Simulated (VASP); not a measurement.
Consider the following.

```
BeS
1.0
    0.00000     2.42459     2.42459
    2.42459     0.00000     2.42459
    2.42459     2.42459     0.00000
Be S
1 1
Direct
  0.00000   0.00000   0.00000
  0.25000   0.25000   0.25000
```

Level of theory: AM05 GGA, VASP's PBE PAW potentials (set 64) (plane waves; VASP). Run with 520 eV cut-off, 11×11×11 Γ-centred mesh, tetrahedra with Blöchl corrections, potentials Be S.

Q: Estimate the energy per atom (σ→0).

A: 
```yaml
energy per atom (σ→0): -5.101 eV/atom
```

The absolute energy has meaning only against runs of the same code, potentials and settings.

The compound is BeS in the zinc blende structure. It was relaxed first.
